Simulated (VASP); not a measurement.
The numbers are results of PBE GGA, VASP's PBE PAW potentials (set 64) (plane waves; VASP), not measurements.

Input for VASP

### KPOINTS
```
K-points
0
gamma
  7 7 7
```

### POSCAR
```
CdS
1
    0.0000000000     2.9429550000     2.9429550000
    2.9429550000     0.0000000000     2.9429550000
    2.9429550000     2.9429550000     0.0000000000
Cd S
1 1
Direct
  0.0000000000   0.0000000000   0.0000000000
  0.2500000000   0.2500000000   0.2500000000
```

**INCAR**
```
SYSTEM = CdS
PREC = Accurate
ENCUT = 480
EDIFF = 1E-6
NELM = 100
ALGO = Normal
LREAL = .FALSE.
LASPH = .TRUE.
ISMEAR = 0
SIGMA = 0.05
GGA = PE
LMAXMIX = 4
LWAVE = .FALSE.
LCHARG = .FALSE.
IBRION = 2
ISIF = 3
NSW = 60
EDIFFG = -0.01
```

POTCAR, in this order: Cd S (PBE.64 set). Program: vasp_std.

**Question.** What will the output report for the number of irreducible k-points (NKPTS), largest plane-wave count, number of space-group operations, FFT grid (NGX, NGY, NGZ)?

**Answer.** 
```
Item                                           Value
--------------------------------------  ------------
number of irreducible k-points (NKPTS)            20
largest plane-wave count                        1243
number of space-group operations                  24
FFT grid (NGX, NGY, NGZ)                30 × 30 × 30
```

The structure comes from a computed database's CdS entry (F-43m); how it stands against other phases isn't given here. This run relaxes it. Symmetry was kept, so distortions that lower it aren't found.
